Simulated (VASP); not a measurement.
```xyz
2
Lattice="0.0000 2.9151 2.9151 2.9151 0.0000 2.9151 2.9151 2.9151 0.0000" Properties=species:S:1:pos:R:3 pbc="T T T"
K      0.0000     0.0000     0.0000
I      2.9151     2.9151     2.9151
```

Computed with PBE GGA, VASP's PBE PAW potentials (set 64) (plane waves; VASP 6.6.1). Numerical set-up: 500 eV cut-off, 8×8×8 Γ-centred mesh, Gaussian smearing of 0.050 eV, potentials K_sv I.

Unless said otherwise, spin-orbit coupling is left out, though it shifts the bands of the heavy elements here.

**Question.** What does the run give for the energy per atom (σ→0), pressure, band gap (on the k-mesh) with the smallest direct gap where there is one?

**Answer.** 
| Property | Value |
|---|---|
| band gap (on the k-mesh) | 2.99 eV |
| smallest direct gap (on the k-mesh) | 3.72 eV |
| energy per atom (σ→0) | -1.669 eV/atom |
| pressure | 29.94 GPa |

The absolute energy has meaning only against runs of the same code, potentials and settings.

The compound is KI in the rock salt structure. It was relaxed first under an external pressure of 30 GPa.
